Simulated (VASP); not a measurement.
# Fermi-Dirac smearing in Ru

How do entropy and free energy of the electrons in Ru grow with the Fermi-Dirac width, and how far does the Sommerfeld expansion hold?

Calculated with VASP 6.6.1; PBEsol; plane waves and PAW (Ru_pv), in the first sound run; inputs show where later runs differ.

Report form: the programs' logs are mostly left out.

## (1) The structure

It takes space group P6_3/mmc (No. 194, hexagonal). The conventional cell has a = 2.700 Å, b = 2.700 Å, c = 4.277 Å, α = 90.00°, β = 90.00°, γ = 120.00°. Nearest to Ru lie 12 Ru at 2.65 to 2.70 Å.

Structure file:

```cif
data_structure
_symmetry_space_group_name_H-M 'P 1'
_symmetry_Int_Tables_number 1
_cell_length_a 2.7000
_cell_length_b 2.7000
_cell_length_c 4.2768
_cell_angle_alpha 90.000
_cell_angle_beta 90.000
_cell_angle_gamma 120.000
_cell_volume 27.00
loop_
_atom_site_label
_atom_site_type_symbol
_atom_site_fract_x
_atom_site_fract_y
_atom_site_fract_z
_atom_site_occupancy
Ru1 Ru 0.00000 0.00000 0.00000 1
Ru2 Ru 0.33333 0.66667 0.50000 1
```

## (2) Relax the crystal, PBEsol

The cell is relaxed and then held.

This step took 2 runs in a row; the last is shown.

Level: PBEsol; plane waves and PAW (Ru_pv).

INCAR reads:

```
SYSTEM = Ru
PREC = Accurate
ENCUT = 450
EDIFF = 1E-07
NELM = 120
ISMEAR = 1
SIGMA = 0.15
LREAL = .FALSE.
ALGO = Normal
GGA = PS
NBANDS = 20
LASPH = .TRUE.
LORBIT = 11
LWAVE = .FALSE.
LCHARG = .FALSE.
KPAR = 8
IBRION = 2
NSW = 40
ISIF = 3
EDIFFG = -0.005
POTIM = 0.4
```

POSCAR reads:

```
Ru
1.0
    2.6888022723      0.0000000000      0.0000000000
   -1.3444011362      2.3285710736      0.0000000000
    0.0000000000      0.0000000000      4.2518787864
Ru
2
Direct
    0.0000000000      0.0000000000      0.0000000000
    0.3333333333      0.6666666667      0.5000000000
```

KPOINTS reads:

```
Automatic mesh
0
Gamma
18 18 10
0 0 0
```

Potentials, in the order of the species: Ru_pv (PBE family, release 64).

Launch:

```console
mpirun -np 8 vasp_std
```

The job ended after 17 s (8 MPI ranks of AMD EPYC 7R43, shared host; peak memory 1.3 GiB; 2.1 min of CPU time).

This run gave:

| Item | Value |
| --- | --- |
| energy(sigma→0) of the program | -20.3402 eV |
| stress, compression positive | xx, yy, zz 0.02, 0.02, 0.02 GPa |
| volume | 26.621 Å³ |
| ionic steps | 1 |

## (3) Tetrahedra, PBEsol

Tetrahedra give the density of states at the Fermi level without smearing.

Level: PBEsol; plane waves and PAW (Ru_pv).

INCAR reads:

```
SYSTEM = Ru
PREC = Accurate
ENCUT = 450
EDIFF = 1E-08
NELM = 100
ISMEAR = -5
SIGMA = 0.15
LREAL = .FALSE.
ALGO = Normal
GGA = PS
NBANDS = 30
LASPH = .TRUE.
LORBIT = 11
LWAVE = .FALSE.
LCHARG = .FALSE.
KPAR = 2
ISIF = 2
NEDOS = 3001
```

POSCAR is that of step 2.

KPOINTS reads:

```
Automatic mesh
0
Gamma
32 32 18
0 0 0
```

Launch:

```console
mpirun -np 2 vasp_std
```

It took 5.9 min on 2 MPI ranks; peak memory 1.2 GiB.

Read from the output:

```
energy(sigma→0) of the program : -20.3421 eV
```

The run ends at a pressure of 0.03 GPa.

## (4) Electron temperature, PBEsol

One member in full: SIGMA = 0.2 eV.

Level: PBEsol; plane waves and PAW (Ru_pv).

INCAR, as its differences from that of step 3:

```diff
@@ -5,4 +5,4 @@
 NELM = 100
-ISMEAR = -5
-SIGMA = 0.15
+ISMEAR = -1
+SIGMA = 0.2
 LREAL = .FALSE.
@@ -17,2 +17 @@
 ISIF = 2
-NEDOS = 3001
```

POSCAR is that of step 3.

KPOINTS is that of step 3.

Launch:

```console
mpirun -np 2 vasp_std
```

Elapsed: 6 min, on 2 MPI ranks; peak memory 0.96 GiB; 12 min of CPU time.

Read from the output:

| Item | Value |
| --- | --- |
| energy(sigma→0) of the program | -20.3382 eV |
| stress, compression positive | xx, yy, zz 1.20, 1.20, 0.77 GPa |

The run ends at a pressure of 1.06 GPa.

## (5) All members

The other members went through these steps as far as the tables show, on the same mesh; 7 runs are not shown. The session took 1.7 core hours (wall time by ranks) on a shared machine.

```
width kT (eV)  temperature (K)  free energy less that of the narrowest width (meV/atom)  TS (meV/atom)  pressure (GPa)  shift of the Fermi level (eV)
        0.025              290                                                    0.000          1.625           0.042                          0.000
        0.050              580                                                   -2.434          6.467           0.084                          0.006
        0.075              870                                                   -6.470         14.537           0.156                          0.009
        0.100             1160                                                        ?              ?           0.262                          0.011
        0.150             1741                                                  -28.585         59.901           0.578                          0.015
        0.200             2321                                                  -52.266        109.999           1.057                          0.018
        0.300             3481                                                 -123.836        266.801           2.598                          0.023
```

## (6) The Sommerfeld expansion

At low temperature TS = (π²/3) g (kT)², so TS, twice the difference of energy(sigma→0) and the free energy, over (π²/3)(kT)² is an effective density of states: 0.791, 0.786, 0.786, 0.809, 0.836, 0.901 states/eV/atom in the rows shown.

A least-squares parabola through the 6 rows shown, with σ the width in eV: g = 1.598 σ² − 0.1000 σ + 0.7885 (states/eV/atom), r.m.s. residual 0.0028 states/eV/atom.

For the withheld row, σ = 0.1, the fit gives 0.794 states/eV/atom.

## (7) Prediction against calculation

The calculation gives 0.791 states/eV/atom, so the prediction is 0.003 states/eV/atom too high.

The parabola in σ is an empirical guide, not the expansion itself. Tetrahedra give g = 0.779 states/eV/atom at the Fermi level, the limit that the series should reach at zero width.

## (8) What came out

```json
{"density of states at the Fermi level, tetrahedra": "0.78 states/eV/atom", "Sommerfeld coefficient from it": "1.84 mJ per mole of atoms and K²", "pressure at the widest setting": "2.60 GPa", "error of the predicted g": "0.003 states/eV/atom"}
```

**Reading.** Against the tetrahedron value, the effective density of states stands at +2 % at 0.025 eV, +1 % at 0.05 eV, +2 % at 0.1 eV, +16 % at 0.3 eV. At the widest setting the states within reach are denser than those at the Fermi level. The bare coefficient lacks the electron-phonon enhancement of measured heat capacities.

[Lines on the potential files, build, host, timing and source positions are cut from VASP's logs without a mark.]

[Logs are printed without paths, hosts, clocks, repeated set-up lines and the standing remarks that a program may print on its own settings, such as how far it seeks lower states.]

[Hosts, paths, dates, database ids (printed as entryN), source tags and the programs' standing remarks are cut or masked in the printed files.]
